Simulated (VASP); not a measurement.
Input for VASP

**POSCAR**
```
NaI
1.0
  0.0000000000   2.8076341093   2.8076341093
  2.8076341093   0.0000000000   2.8076341093
  2.8076341093   2.8076341093   0.0000000000
Na I
1 1
Cart
  0.0000000000   0.0000000000   0.0000000000
  2.8076341093   2.8076341093   2.8076341093
```

File KPOINTS:
```
Automatic mesh
0
Gamma
8 8 8
0 0 0
```

### INCAR
```
ALGO=Normal
EDIFF=1E-6
EDIFFG=-0.02
ENCUT=500
GGA=PE
IBRION=2
ISIF=3
ISMEAR=0
LASPH=.TRUE.
LCHARG=.FALSE.
LMAXMIX=4
LREAL=.FALSE.
LWAVE=.FALSE.
NELM=100
NSW=40
PREC=Accurate
PSTRESS=200
SIGMA=0.05
SYSTEM=NaI
```

POTCAR, in this order: Na_pv I (PBE.64 set). Program: vasp_std.

Question: Write an equivalent input for Quantum ESPRESSO's pw.x.

Answer: One equivalent input (not run):
```
&CONTROL
  calculation = 'vc-relax'
  pseudo_dir = './pseudo'
  outdir = './out'
  tprnfor = .true.
  tstress = .true.
  nstep = 40
  forc_conv_thr = 0.00078
/
&SYSTEM
  ibrav = 0
  nat = 2
  ntyp = 2
  ecutwfc = 88
  occupations = 'smearing'
  smearing = 'gaussian'
  degauss = 0.003675
  input_dft = 'pbe'
/
&ELECTRONS
  conv_thr = 7.3e-08
  electron_maxstep = 100
/
&IONS
/
&CELL
  press = 200
/
ATOMIC_SPECIES
  Na 22.990 Na.upf
  I 126.904 I.upf
CELL_PARAMETERS angstrom
     0.0000000    2.8076341    2.8076341
     2.8076341    0.0000000    2.8076341
     2.8076341    2.8076341    0.0000000
ATOMIC_POSITIONS crystal
  Na   0.0000000  0.0000000  0.0000000
  I    0.5000000  0.5000000  0.5000000
K_POINTS automatic
  8 8 8 0 0 0
```
What does not carry over: the potentials are each code's own (VASP's PAW set, PseudoDojo norm-conserving files in pw.x), so ENCUT and ecutwfc are chosen apart and not converted; conv_thr bounds pw.x's estimated SCF error, while EDIFF bounds the energy change between steps; forc_conv_thr acts on force components and is met together with etot_conv_thr.

The compound is NaI in the rock salt structure. It was relaxed first under an external pressure of 20 GPa.
